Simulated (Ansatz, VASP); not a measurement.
**SrMg: VASP beside Ansatz**

Contents of INCAR:

```
SYSTEM = SrMg
  PREC = Accurate
  ENCUT = 520
  EDIFF = 1E-7
  ISMEAR = -1
  SIGMA = 0.05
  LREAL = .False.
  LASPH = .True.
  NELM = 100
  ALGO = Normal
  ISIF = 2
  LWAVE = .False.
  LCHARG = .False.
  NBANDS = 13
```

KPOINTS

```
regular mesh
0
Gamma
  9 9 9
  0 0 0
```

POSCAR

```
SrMg
1.0
    3.9513216749      0.0000000000      0.0000000000
    0.0000000000      3.9513216749      0.0000000000
    0.0000000000      0.0000000000      3.9513216749
Sr Mg
1 1
Direct
    0.5000000000      0.5000000000      0.5000000000
    0.0000000000      0.0000000000      0.0000000000
```

Input for Ansatz:

```yaml
crystal:
  lattice:
    - [3.9513216749, 0.0, 0.0]
    - [0.0, 3.9513216749, 0.0]
    - [0.0, 0.0, 3.9513216749]
  atoms:
    - { symbol: Sr, position: [0.5, 0.5, 0.5] }
    - { symbol: Mg, position: [0.0, 0.0, 0.0] }
kpoints:
  mp_grid: { grid: [9, 9, 9] }
  band_path:
    path:
      - [0.0, 0.0, 0.0]
      - [0.0, 0.5, 0.0]
      - [0.5, 0.5, 0.0]
      - [0.0, 0.0, 0.0]
      - [0.5, 0.5, 0.5]
      - [0.0, 0.5, 0.0]
      - [0.5, 0.5, 0.5]
      - [0.5, 0.5, 0.0]
    npoints: 5
scf:
  occupations: { method: fermi_dirac, width: 0.05 }
hamiltonian:
  xc: lda
  pseudopotentials: { kind: all_electron, lapw: { basis_error: 0.0005 } }
output:
  forces: true
  stress: true
  eigenvalues: true
```

Change from the starting cell: volume scaled by 1.04.

Alike in both runs: task single point; functional LDA; k mesh 9 × 9 × 9; occupations fermi-dirac, width 0.05 eV; no spin polarisation.

|  | VASP | Ansatz |
| --- | --- | --- |
| version | VASP 6.6.1 | Ansatz 0.2.0 |
| potentials or method | VASP PAW LDA potentials, release 64 (Sr_sv, Mg) | all-electron LAPW, scalar-relativistic |
| plane-wave cutoff (eV) | 520 | see its input |

VASP gave:

```
pressure (GPa) : 2.0
```

**Question.** Estimate Ansatz's values.

**Answer.** Pressure (GPa): 2.2.

Ansatz ran all-electron here, so the differences hold the error of VASP's frozen core and of both bases.
